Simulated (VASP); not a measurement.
An input for Ansatz (written as the equivalent of a VASP run, and not itself run):

Ansatz 0.2 input:
```yaml
crystal:
  lattice:
    - [3.8464740, 0.0000000, 0.0000000]
    - [-1.9232370, 3.3311440, 0.0000000]
    - [0.0000000, 0.0000000, 34.1181000]
  atoms:
    - { symbol: Zn, position: [0.3333330, 0.6666670, 0.3288430] }
    - { symbol: Zn, position: [0.6666670, 0.3333330, 0.6936200] }
    - { symbol: Zn, position: [0.3333330, 0.6666670, 0.6023370] }
    - { symbol: Zn, position: [0.6666670, 0.3333330, 0.2375630] }
    - { symbol: Zn, position: [0.0000000, 0.0000000, 0.5113270] }
    - { symbol: Zn, position: [0.0000000, 0.0000000, 0.1465500] }
    - { symbol: Zn, position: [0.6666670, 0.3333330, 0.4203370] }
    - { symbol: Zn, position: [0.3333330, 0.6666670, 0.7851140] }
    - { symbol: S, position: [0.0000000, 0.0000000, 0.2148860] }
    - { symbol: S, position: [0.0000000, 0.0000000, 0.5796630] }
    - { symbol: S, position: [0.6666670, 0.3333330, 0.4886730] }
    - { symbol: S, position: [0.3333330, 0.6666670, 0.8534500] }
    - { symbol: S, position: [0.3333330, 0.6666670, 0.6707060] }
    - { symbol: S, position: [0.6666670, 0.3333330, 0.3059290] }
    - { symbol: S, position: [0.6666670, 0.3333330, 0.7622110] }
    - { symbol: S, position: [0.3333330, 0.6666670, 0.3974370] }
kpoints:
  mp_grid: { grid: [7, 7, 1] }
hamiltonian:
  xc: r2scan
  pseudopotentials: { kind: paw }
scf:
  occupations: { method: methfessel_paxton, width: 0.1 }
  max_iter: 100
output: { forces: true, stress: true, eigenvalues: true }
```

Task: Write the VASP files for the same calculation (r2SCAN).

Result: Several could match; the one computed here: 
INCAR:
```
LREAL = Auto
LMIXTAU = .TRUE.
ALGO = Normal
ISIF = 2   ! forces and stress, cell fixed
LWAVE = .FALSE.
SYSTEM = ZnS
ISMEAR = 1   ! Methfessel-Paxton
NELM = 100   ! most electronic steps
LCHARG = .FALSE.
LASPH = .TRUE.   ! aspherical one-centre terms
SIGMA = 0.1
PREC = Accurate
LMAXMIX = 4   ! l cut-off of mixed one-centre charges
ENCUT = 300
EDIFF = 1E-6
METAGGA = R2SCAN
```

### KPOINTS
```
Automatic mesh
0
Gamma
7 7 1
0 0 0
```

### POSCAR
```
ZnS
3.8464740
  1.0000000000   0.0000000000   0.0000000000
 -0.5000000000   0.8660253520   0.0000000000
  0.0000000000   0.0000000000   8.8699676639
Zn S
8 8
Cart
 -0.0000005000   0.5773505234   2.9168267765
  0.5000005000   0.2886748287   6.1523869710
 -0.0000005000   0.5773505234   5.3427097128
  0.5000005000   0.2886748287   2.1071761281
  0.0000000000   0.0000000000   4.5354539557
  0.0000000000   0.0000000000   1.2998937611
  0.5000005000   0.2886748287   3.7283755979
 -0.0000005000   0.5773505234   6.9639357925
  0.0000000000   0.0000000000   1.9060318714
  0.0000000000   0.0000000000   5.1415920660
  0.5000005000   0.2886748287   4.3345137082
 -0.0000005000   0.5773505234   7.5700739027
 -0.0000005000   0.5773505234   5.9491405320
  0.5000005000   0.2886748287   2.7135803374
  0.5000005000   0.2886748287   6.7607869231
 -0.0000005000   0.5773505234   3.5252533384
```

POTCAR, in this order: Zn S (PBE.64 set). Program: vasp_std.

The two are equivalent in intent, not identical: each code has its own PAW files, so the cut-off isn't converted (ENCUT is set for VASP's; basis.ecutwfc is left out, and Ansatz then takes the one that its files recommend); Ansatz stops its SCF on the density residual and VASP on the energy change (EDIFF).

The cell is a sheet with vacuum, built from a database entry that may be metastable or hypothetical.
